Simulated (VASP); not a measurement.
**CdRh3: relaxation of the atoms with PBEsol**

The system is CdRh3.

```
Cd Rh
1.0
     0.00000    3.12289    3.12289
     3.12289    0.00000    3.12289
     3.12289    3.12289    0.00000
Cd Rh
1 3
Direct
  0.00000 0.00000 0.00000
  0.25000 0.25000 0.25000
  0.75000 0.75000 0.75000
  0.50000 0.50000 0.50000
```

The cell was built by a generator and needn't be a form met in nature.

| Property | Result |
| --- | --- |
| Program | VASP 6.6.1 |
| Task | relaxation of the atoms |
| Functional | PBEsol |
| Potentials or basis | VASP PAW PBE potentials, release 64 (Cd, Rh_pv) |
| Cutoff | 520 eV |
| k mesh | 7 × 7 × 7 |
| Occupations | methfessel-paxton, width 0.1 eV |
| Spin | no spin polarisation |
| Further INCAR settings | ALGO = Normal; EDIFF = 1e-07; IBRION = 2; EDIFFG = -0.005; NSW = 60 |

The pressure after relaxing is -4.1 GPa and the band gap on the k mesh is none (metal or under the smearing width).

Final structure:
```
Cd Rh
1.0
     0.00000    3.12289    3.12289
     3.12289    0.00000    3.12289
     3.12289    3.12289    0.00000
Cd Rh
1 3
Direct
  0.00000 0.00000 0.00000
  0.25000 0.25000 0.25000
  0.75000 0.75000 0.75000
  0.50000 0.50000 0.50000
```

Levels at points of the mesh, in eV from the Fermi level:
```
           k point  band 25  band 26  band 27  band 28  band 29  band 30  band 31  band 32
(0.00, 0.00, 0.00)    -0.19     0.03     0.03     0.04     0.04     0.04     6.44     7.61
```

Wall time 20 s on 1 thread of Intel(R) Xeon(R) 6975P-C (Granite Rapids), on a shared host, peak memory 0.22 GiB.

Caveat: the relaxation stopped at its first step, so nothing moved; the PAW data sets were made with another functional, which shifts forces and pressure a little.
